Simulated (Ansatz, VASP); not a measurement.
# One calculation of CuF, two programs

File POSCAR:

```
CuF
1.0
    3.6086538685      0.0000000000      0.0000000000
   -1.8043269342      3.1251859236      0.0000000000
    0.0000000000      0.0000000000      5.0825198265
Cu F
2 2
Direct
    0.3333333333      0.6666666667      0.2500000000
    0.6666666667      0.3333333333      0.7500000000
    0.6666666667      0.3333333333      0.2500000000
    0.3333333333      0.6666666667      0.7500000000
```

INCAR.step1

```
SYSTEM = CuF
ALGO = Normal
EDIFF = 1E-4
ENCUT = 520
GGA = PE
ISMEAR = -1
LASPH = .True.
LCHARG = .False.
LREAL = .False.
LWAVE = .True.
NBANDS = 26
NELM = 60
PREC = Accurate
SIGMA = 0.02
```

The input INCAR.step2:

```
SYSTEM = CuF
ALGO = Normal
EDIFF = 1E-7
ENCUT = 520
ISIF = 2
ISMEAR = -1
ISTART = 1
LASPH = .True.
LCHARG = .False.
LMIXTAU = .True.
LREAL = .False.
LWAVE = .False.
METAGGA = R2SCAN
NBANDS = 26
NELM = 60
PREC = Accurate
SIGMA = 0.02
```

The input KPOINTS:

```
k-points
0
Gamma
  12 12 6
  0 0 0
```

Input for Ansatz:

```yaml
crystal:
  lattice:
    - [3.6086538685, 0.0, 0.0]
    - [-1.8043269342, 3.1251859236, 0.0]
    - [0.0, 0.0, 5.0825198265]
  atoms:
    - { symbol: Cu, position: [0.3333333333, 0.6666666667, 0.25] }
    - { symbol: Cu, position: [0.6666666667, 0.3333333333, 0.75] }
    - { symbol: F, position: [0.6666666667, 0.3333333333, 0.25] }
    - { symbol: F, position: [0.3333333333, 0.6666666667, 0.75] }
kpoints:
  mp_grid: { grid: [12, 12, 6] }
  band_path:
    path:
      - [0.0, 0.0, 0.0]
      - [0.5, 0.0, 0.0]
      - [0.3333333333, 0.3333333333, 0.0]
      - [0.0, 0.0, 0.5]
      - [0.5, 0.0, 0.5]
      - [0.3333333333, 0.3333333333, 0.5]
      - [-0.130208, 0.130208, 0.0]
    npoints: 1
hamiltonian:
  xc: r2scan
scf:
  occupations: { method: fermi_dirac, width: 0.02 }
  n_extra_bands: 5
output:
  forces: true
  stress: true
  eigenvalues: true
```

Change from the starting cell: biaxial_xy strain +2.9%.

Alike in both runs: task single point; functional r2SCAN; k mesh 12 × 12 × 6; occupations fermi-dirac, width 0.02 eV; no spin polarisation.

|  | VASP | Ansatz |
| --- | --- | --- |
| version | VASP 6.6.1 | Ansatz 0.2.0 |
| potentials or method | VASP PAW PBE potentials, release 64 (Cu, F) | plane waves, PAW |
| plane-wave cutoff (eV) | 520 | 500 |
| valence electrons in the cell | 36 | 52 |

```csv
,VASP,Ansatz,Ansatz less VASP
pressure (GPa),-4.3,-4.5,-0.12
largest component of the traceless stress (GPa),1.75,2.10,+0.355
```

The two sets of potentials don't hold the same shells in valence.

Caveats: the PAW data sets were made with another functional, which shifts forces and pressure a little (VASP); the run has no spin polarisation, though such a crystal can be magnetic; semilocal functionals often make such compounds metallic where correlation or magnetic order opens a gap, which also shifts bond lengths.
